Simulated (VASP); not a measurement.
All values below come from vdW-DF2, VASP's PBE PAW potentials (set 64) (plane waves; VASP).

A VASP calculation is set up with these files.

**INCAR**
```
SYSTEM  =  BN
PREC  =  Accurate; ENCUT  =  520; LREAL  =  .False.
LASPH  =  .True.
EDIFF  =  1E-6; NELM  =  100; ALGO  =  Normal
ISMEAR  =  0; SIGMA  =  0.05
GGA  =  ML; LUSE_VDW  =  .True.; AGGAC  =  0.0
ZAB_VDW  =  -1.8867
IBRION  =  2; NSW  =  60; ISIF  =  3
EDIFFG  =  -0.02
LWAVE  =  .False.; LCHARG  =  .False.
```

POSCAR:
```
BN
1
    1.2605274218    -2.1832979357     0.0000000000
    1.2605274218     2.1832979357     0.0000000000
    0.0000000000     0.0000000000     6.9235689468
B N
2 2
Direct
  0.3333330000   0.6666670000   0.2500000000
  0.6666670000   0.3333330000   0.7500000000
  0.6666670000   0.3333330000   0.2500000000
  0.3333330000   0.6666670000   0.7500000000
```

**KPOINTS**
```
Automatic mesh
0
Gamma
9 9 3
0 0 0
```

POTCAR, in this order: B N (PBE.64 set). Program: vasp_std.

What will the output report for the number of irreducible k-points (NKPTS), largest plane-wave count, number of space-group operations, FFT grid (NGX, NGY, NGZ)?

number of irreducible k-points (NKPTS): 24
largest plane-wave count: 1046
number of space-group operations: 24
FFT grid (NGX, NGY, NGZ): 20 × 20 × 54

The compound is BN in the hex structure. It was relaxed first, which changed the volume by +5 %. The start is the result of an earlier pass.
